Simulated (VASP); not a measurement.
# Mo: input slips in a relaxation and what they do

Aim: see how common mistakes in a VASP relaxation show up, on Mo. The starting structure is a measured crystal structure from the Crystallography Open Database. The first relaxation on each setting starts from this cell expanded by 3 % in volume.

Main program and level: VASP 6.6.1; Kohn-Sham DFT with plane waves and PAW; PBEsol.

## Step 1: Starting point

It takes space group Im-3m (No. 229, cubic). Conventional cell: a = 3.147 Å, b = 3.147 Å, c = 3.147 Å, α = 90.00°, β = 90.00°, γ = 90.00°. Mo has 8 Mo at 2.73 Å nearest.

## Step 2: Reference relaxation

This run starts from the cell of an earlier relaxation, which isn't shown; the restart sets up the plane waves anew.

File INCAR:

```
SYSTEM = Mo
PREC = Accurate
ENCUT = 450
EDIFF = 1E-06
NELM = 100
ISMEAR = 1
SIGMA = 0.15
LREAL = .FALSE.
ALGO = Normal
GGA = PS
NBANDS = 13
LASPH = .TRUE.
LORBIT = 11
LWAVE = .FALSE.
LCHARG = .FALSE.
KPAR = 8
IBRION = 2
NSW = 50
ISIF = 3
EDIFFG = -0.006
```

File POSCAR:

```
Mo
1.0
   -1.5659598621      1.5659598621      1.5659598621
    1.5659598621     -1.5659598621      1.5659598621
    1.5659598621      1.5659598621     -1.5659598621
Mo
1
Direct
    0.0000000000      0.0000000000      0.0000000000
```

File KPOINTS:

```
Automatic mesh
0
Gamma
20 20 20
0 0 0
```

PAW data sets: Mo_sv (PBE family, release 64).

Launch:

```bash
> mpirun -np 8 vasp_std
```

The program printed:

```text
[banner, memory and clock lines left out]
running    8 mpi-ranks, on    1 nodes
 distrk:  each k-point on    1 cores,    8 groups
 distr:  one band on    1 cores,    1 groups

 POSCAR found type information on POSCAR Mo
 POSCAR found :  1 types and       1 ions
|                                                                             |
|           W    W    AA    RRRRR   N    N  II  N    N   GGGG   !!!           |
|           W    W   A  A   R    R  NN   N  II  NN   N  G    G  !!!           |
|           W    W  A    A  R    R  N N  N  II  N N  N  G       !!!           |
|           W WW W  AAAAAA  RRRRR   N  N N  II  N  N N  G  GGG   !            |
|           WW  WW  A    A  R   R   N   NN  II  N   NN  G    G                |
|           W    W  A    A  R    R  N    N  II  N    N   GGGG   !!!           |
|                                                                             |
|     For optimal performance we recommend to set                             |
|       NCORE = 2 up to number-of-cores-per-socket                            |
|     NCORE specifies how many cores store one orbital (NPAR=cpu/NCORE).      |
|     This setting can greatly improve the performance of VASP for DFT.       |
|     The default, NCORE=1 might be grossly inefficient on modern             |
|     multi-core architectures or massively parallel machines. Do your        |
|     Unfortunately you need to use the default for GW and RPA                |
|     calculations (for HF NCORE is supported but not extensively tested      |
|     yet).                                                                   |
|                                                                             |

|                                                                             |
|               ----> ADVICE to this user running VASP <----                  |
|                                                                             |
|     You enforced a specific xc type in the INCAR file but a different       |
|     [... a line on the potential file left out ...]
|     I HOPE YOU KNOW WHAT YOU ARE DOING!                                     |
|                                                                             |

 LDA part: xc-table for (Slater+PW92), standard interpolation
 POSCAR, INCAR and KPOINTS ok, starting setup
 FFT: planning ... GRIDC
 FFT: planning ... GRID_SOFT
 FFT: planning ... GRID
 WAVECAR not read
 entering main loop
       N       E                     dE             d eps       ncg     rms          rms(c)
DAV:   1     0.809735993421E+02    0.80974E+02   -0.74551E+03  6772   0.999E+02
DAV:   2    -0.115650456141E+02   -0.92539E+02   -0.89150E+02  7571   0.291E+02
DAV:   3    -0.125333302764E+02   -0.96828E+00   -0.96520E+00  7486   0.297E+01
DAV:   4    -0.125354817031E+02   -0.21514E-02   -0.21512E-02  7491   0.168E+00
DAV:   5    -0.125354941645E+02   -0.12461E-04   -0.12461E-04  7556   0.114E-01    0.165E+01
DAV:   6    -0.118802543885E+02    0.65524E+00   -0.77899E-01  6836   0.108E+01    0.448E+00
DAV:   7    -0.117856381037E+02    0.94616E-01   -0.15004E-01  7396   0.450E+00    0.955E-01
DAV:   8    -0.117795965691E+02    0.60415E-02   -0.40032E-03  6906   0.799E-01    0.210E-01
DAV:   9    -0.117796123882E+02   -0.15819E-04   -0.85770E-05  7844   0.111E-01    0.880E-02
DAV:  10    -0.117796186384E+02   -0.62502E-05   -0.84319E-06  6931   0.333E-02    0.355E-03
DAV:  11    -0.117796188213E+02   -0.18292E-06   -0.68453E-08  3728   0.287E-03
   1 F= -.11779619E+02 E0= -.11779452E+02  d E =-.117796E+02
 curvature:   0.00 expect dE= 0.000E+00 dE for cont linesearch  0.000E+00
 trial: gam= 0.00000 g(F)=  0.154E-61 g(S)=  0.117E-04 ort = 0.000E+00 (trialstep = 0.100E+01)
 search vector abs. value=  0.117E-04
 bond charge predicted
       N       E                     dE             d eps       ncg     rms          rms(c)
DAV:   1    -0.117799028809E+02   -0.28424E-03   -0.62099E-03  6751   0.105E+00    0.199E-01
DAV:   2    -0.117796248321E+02    0.27805E-03   -0.42635E-04  6696   0.259E-01    0.333E-02
DAV:   3    -0.117796044635E+02    0.20369E-04   -0.63347E-05  7001   0.984E-02    0.301E-02
DAV:   4    -0.117796079616E+02   -0.34981E-05   -0.15937E-06  6018   0.131E-02    0.116E-03
DAV:   5    -0.117796079824E+02   -0.20829E-07   -0.11803E-07  3398   0.425E-03
   2 F= -.11779608E+02 E0= -.11779439E+02  d E =0.108389E-04
 trial-energy change:    0.000011  1 .order    0.000011   -0.000012    0.000034
 step:   0.2555(harm=  0.2555)  dis= 0.00000  next Energy=   -11.779620 (dE=-0.150E-05)
 bond charge predicted
       N       E                     dE             d eps       ncg     rms          rms(c)
DAV:   1    -0.117797844300E+02   -0.17647E-03   -0.34407E-03  6756   0.779E-01    0.147E-01
DAV:   2    -0.117796322881E+02    0.15214E-03   -0.23744E-04  6696   0.193E-01    0.248E-02
DAV:   3    -0.117796205741E+02    0.11714E-04   -0.34940E-05  6966   0.730E-02    0.222E-02
DAV:   4    -0.117796203892E+02    0.18493E-06   -0.87534E-07  5335   0.980E-03
   3 F= -.11779620E+02 E0= -.11779453E+02  d E =-.156790E-05
 curvature:  -0.13 expect dE=-0.237E-06 dE for cont linesearch -0.237E-06
 trial: gam= 0.00000 g(F)=  0.938E-63 g(S)=  0.185E-05 ort =-0.466E-05 (trialstep = 0.851E+00)
 search vector abs. value=  0.185E-05
 reached required accuracy - stopping structural energy minimisation
```

Run time: 12 s. Hardware: 8 MPI ranks of Intel Xeon Platinum 8488C (Sapphire Rapids), shared host; peak memory 1.2 GiB.

The logs omit lines about the potential files and the build; timing stands in the text.

OUTCAR, selected parts (step 2):

```text
ion  position               nearest neighbor table
   1  0.000  0.000  0.000-

  LATTYP: Found a body centered cubic cell.
 ALAT       =     3.1319197242

 Subroutine GETGRP returns: Found 48 space group operations
 (whereof 48 operations were pure point group operations)

The static configuration has the point symmetry O_h .

 Found    256 irreducible k-points:

   k-points           NKPTS =    256   k-points in BZ     NKDIM =    256   number of bands    NBANDS=     13

   dimension x,y,z NGX =    20 NGY =   20 NGZ =   20
   dimension x,y,z NGXF=    40 NGYF=   40 NGZF=   40

   ENCUT  =  450.0 eV  33.07 Ry    5.75 a.u.   4.69  4.69  4.69*2*pi/ulx,y,z

   NELECT =      14.0000    total number of electrons

 k-points in reciprocal lattice and weights: Automatic mesh
   0.00000000  0.00000000  0.00000000       0.000
   0.05000000  0.00000000  0.00000000       0.002
   0.10000000  0.00000000  0.00000000       0.002
   0.15000000  0.00000000  0.00000000       0.002
   0.20000000  0.00000000  0.00000000       0.002
   0.25000000  0.00000000  0.00000000       0.002
   0.30000000  0.00000000  0.00000000       0.002
   0.35000000  0.00000000  0.00000000       0.002
   0.40000000  0.00000000  0.00000000       0.002
[...]
0.50000000  0.50000000  0.45000000       0.002
   0.50000000  0.50000000  0.50000000       0.000

 average (electrostatic) potential at core
       1 -68.7449

 E-fermi :  12.7719

 k-point     1 :       0.0000    0.0000    0.0000
  band No.  band energies     occupation
    ...
      4     -21.6902      2.00000
      5       5.4103      2.00000
      6      11.3505      2.00000
      7      11.3505      2.00000
      8      11.3505      2.00000
      9      14.4319     -0.00000
     10      14.4319     -0.00000
     11      27.5889      0.00000
     12      27.5889      0.00000
     13      27.5889      0.00000

 k-point     2 :       0.0500    0.0000    0.0000
  band No.  band energies     occupation
    ...
      4     -21.6906      2.00000
      5       5.5243      2.00000
      6      11.2853      2.00000
      7      11.3404      2.00000
      8      11.4575      2.00000
      9      14.3327     -0.00000
     10      14.4332     -0.00000
     11      27.6772      0.00000
     12      27.7810      0.00000
     13      27.8240      0.00000

 k-point     3 :       0.1000    0.0000    0.0000
  band No.  band energies     occupation
    ...
      4     -21.6916      2.00000
      5       5.8527      2.00000
      6      11.1016      2.00000
      7      11.2971      2.00000
      8      11.7748      2.00000
      9      14.1011     -0.00000
     10      14.4409     -0.00000
     11      27.9015      0.00000
     12      28.3436      0.00000
     13      28.4350      0.00000

  Total        0.0035799      0.0035799      0.0035799     -0.0000000      0.0000000      0.0000000
  in kB        0.3735294      0.3735294      0.3735294     -0.0000000      0.0000000      0.0000000
  external PRESSURE =       0.3735294 kB  Pullay stress =       0.0000000 kB

  energy-cutoff  :      450.00
  volume of cell :       15.36
      direct lattice vectors                 reciprocal lattice vectors
    -1.565786235  1.565786235  1.565786235     0.000000000  0.319328392  0.319328392
     1.565786235 -1.565786235  1.565786235     0.319328392  0.000000000  0.319328392
     1.565786235  1.565786235 -1.565786235     0.319328392  0.319328392  0.000000000

 POSITION                                       TOTAL-FORCE (eV/Angst)
 -----------------------------------------------------------------------------------
     -0.00000      0.00000      0.00000         0.000000     -0.000000      0.000000
 -----------------------------------------------------------------------------------
    total drift:                                0.000000      0.000000      0.000000

  FREE ENERGIE OF THE ION-ELECTRON SYSTEM (eV)
  ---------------------------------------------------
  free  energy   TOTEN  =       -11.7796203892 eV

  energy  without entropy=      -11.7791192717  energy(sigma->0) =      -11.77945335

 reached required accuracy - stopping structural energy minimisation

 total charge
# of ion       s       p       d       tot
------------------------------------------
    1        2.391   6.214   3.940  12.544

[... 3 further parts left out ...]
```

CONTCAR:

```
Mo
   1.00000000000000
    -1.5657862348764957    1.5657862348764957    1.5657862348764957
     1.5657862348764957   -1.5657862348764957    1.5657862348764957
     1.5657862348764957    1.5657862348764957   -1.5657862348764957
  Mo
     1
Direct
     0.0000000000000000    0.0000000000000000    0.0000000000000000
```

The PAW data sets were made with PBE, which is usual practice but a small mismatch for other functionals. The run keeps the 48 symmetry operations of its start, so it cannot find a distortion of lower symmetry.

The reference relaxation ends at 15.355 Å³ an atom. Pressures at 0.985 and 1.015 times this volume, from two more relaxations that aren't shown, give a bulk modulus of 281.7 GPa.

## Step 3: Relaxation with a loose energy criterion for the relaxation

A slip made on purpose: a loose energy criterion for the relaxation. Against step 2 the input has EDIFFG = 0.1 (also changed: NELM).

Changes to INCAR since step 2:

```diff
@@ -4,3 +4,3 @@
 EDIFF = 1E-06
-NELM = 100
+NELM = 60
 ISMEAR = 1
@@ -19,2 +19,2 @@
 ISIF = 3
-EDIFFG = -0.006
+EDIFFG = 0.1
```

File POSCAR:

```
Mo
1.0
   -1.5889943795      1.5889943795      1.5889943795
    1.5889943795     -1.5889943795      1.5889943795
    1.5889943795      1.5889943795     -1.5889943795
Mo
1
Direct
    0.0000000000      0.0000000000      0.0000000000
```

KPOINTS is that of step 2.

Launch:

```bash
> mpirun -np 8 vasp_std
```

The program printed:

```text
[banner, memory and clock lines left out]
running    8 mpi-ranks, on    1 nodes
[...]
[... a notice as in an earlier step ...]

 [... a notice as in an earlier step ...]

 LDA part: xc-table for (Slater+PW92), standard interpolation
 POSCAR, INCAR and KPOINTS ok, starting setup
[...]
entering main loop
       N       E                     dE             d eps       ncg     rms          rms(c)
DAV:   1     0.813726044762E+02    0.81373E+02   -0.73889E+03  6775   0.988E+02
DAV:   2    -0.115312374439E+02   -0.92904E+02   -0.89476E+02  7706   0.290E+02
DAV:   3    -0.125555736888E+02   -0.10243E+01   -0.10224E+01  7451   0.302E+01
DAV:   4    -0.125577789693E+02   -0.22053E-02   -0.22052E-02  7421   0.172E+00
[...]
DAV:   9    -0.117550876892E+02   -0.39217E-05   -0.10157E-04  7751   0.121E-01    0.859E-02
DAV:  10    -0.117550946626E+02   -0.69734E-05   -0.86301E-06  6936   0.329E-02    0.504E-03
DAV:  11    -0.117550948097E+02   -0.14711E-06   -0.15150E-07  3713   0.427E-03
[...]
DAV:   7    -0.115494136603E+02    0.87890E-05   -0.13201E-05  7411   0.468E-02    0.448E-03
DAV:   8    -0.115494137193E+02   -0.58939E-07   -0.90131E-08  3513   0.356E-03
   2 F= -.11549414E+02 E0= -.11549396E+02  d E =0.205681E+00
 trial-energy change:    0.205681  1 .order    0.221823   -0.186853    0.630499
 step:   0.2509(harm=  0.2286)  dis= 0.00000  next Energy=   -11.778788 (dE=-0.237E-01)
[...]
N       E                     dE             d eps       ncg     rms          rms(c)
DAV:   1    -0.145512212933E+02   -0.30018E+01   -0.60983E+01  6731   0.106E+02    0.144E+01
DAV:   2    -0.119072044014E+02    0.26440E+01   -0.48250E+00  6661   0.262E+01    0.489E+00
DAV:   3    -0.117604566571E+02    0.14675E+00   -0.54513E-01  6966   0.911E+00    0.122E+00
DAV:   4    -0.117729581873E+02   -0.12502E-01   -0.62380E-03  6911   0.872E-01    0.732E-01
DAV:   5    -0.117803174447E+02   -0.73593E-02   -0.38543E-03  6961   0.537E-01    0.280E-02
DAV:   6    -0.117803160053E+02    0.14393E-05   -0.27530E-05  7396   0.521E-02    0.836E-03
DAV:   7    -0.117803153287E+02    0.67661E-06   -0.55290E-07  4548   0.820E-03
   3 F= -.11780315E+02 E0= -.11780153E+02  d E =-.252205E-01
[...]
reached required accuracy - stopping structural energy minimisation
```

Wall time 14 s (8 MPI ranks); peak memory 1.3 GiB; 1.8 min of CPU time.

OUTCAR, selected parts (step 3):

```text
  Total       -0.0619018     -0.0619018     -0.0619018     -0.0000000      0.0000000      0.0000000
  in kB       -6.4421135     -6.4421135     -6.4421135     -0.0000000      0.0000000      0.0000000
  external PRESSURE =      -6.4421135 kB  Pullay stress =       0.0000000 kB

 POSITION                                       TOTAL-FORCE (eV/Angst)
 -----------------------------------------------------------------------------------
      0.00000      0.00000      0.00000         0.000000      0.000000     -0.000000
 -----------------------------------------------------------------------------------
    total drift:                                0.000000     -0.000000     -0.000000

  FREE ENERGIE OF THE ION-ELECTRON SYSTEM (eV)
  ---------------------------------------------------
  free  energy   TOTEN  =       -11.7803153287 eV

  energy  without entropy=      -11.7798289548  energy(sigma->0) =      -11.78015320

[... 2 parts as in an earlier step ...]

[... 2 further parts left out ...]
[key lines of the parts left out:]
E-fermi :  12.7292
```

With a loose energy criterion for the relaxation the cell ends at 15.395 Å³ an atom, +0.26 % from the reference.

## Step 4: Relaxation with the cell held fixed (ISIF = 2)

A slip made on purpose: the cell held fixed (ISIF = 2). Against step 2 the input has ISIF = 2 (also changed: NELM).

Changes to INCAR since step 3:

```diff
@@ -18,3 +18,3 @@
 NSW = 50
-ISIF = 3
-EDIFFG = 0.1
+ISIF = 2
+EDIFFG = -0.006
```

POSCAR is that of step 3.

KPOINTS is that of step 3.

Launch:

```bash
> mpirun -np 8 vasp_std
```

The program printed:

```text
[... set-up lines as in an earlier step ...]
 entering main loop
       N       E                     dE             d eps       ncg     rms          rms(c)
[... 11 cycles as in an earlier step ...]
   1 F= -.11755095E+02 E0= -.11755026E+02  d E =-.117551E+02
[...]
reached required accuracy - stopping structural energy minimisation
```

Run time: 5.8 s. Hardware: 8 MPI ranks; peak memory 1.2 GiB.

Parts of OUTCAR (step 4):

```text
  Total       -1.1362486     -1.1362486     -1.1362486      0.0000000      0.0000000      0.0000000
  in kB     -113.4375612   -113.4375612   -113.4375612      0.0000000      0.0000000      0.0000000
  external PRESSURE =    -113.4375612 kB  Pullay stress =       0.0000000 kB

 POSITION                                       TOTAL-FORCE (eV/Angst)
 -----------------------------------------------------------------------------------
      0.00000      0.00000      0.00000        -0.000000      0.000000     -0.000000
 -----------------------------------------------------------------------------------
    total drift:                                0.000000     -0.000000      0.000000

  FREE ENERGIE OF THE ION-ELECTRON SYSTEM (eV)
  ---------------------------------------------------
  free  energy   TOTEN  =       -11.7550948097 eV

  energy  without entropy=      -11.7548887670  energy(sigma->0) =      -11.75502613

[... 2 parts as in an earlier step ...]

[... 2 further parts left out ...]
[key lines of the parts left out:]
E-fermi :  12.0611
```

With the cell held fixed (ISIF = 2) the cell ends at 16.048 Å³ an atom, +4.51 % from the reference.

(Part 1 of 2 ends here.)

[Lines on the potential files, build, host, timing and source positions are cut from VASP's logs without a mark.]

[Logs are printed without paths, hosts, clocks, repeated set-up lines and the standing remarks that a program may print on its own settings, such as how far it seeks lower states.]

[Hosts, paths, dates, database ids (printed as entryN), source tags and the programs' standing remarks are cut or masked in the printed files.]
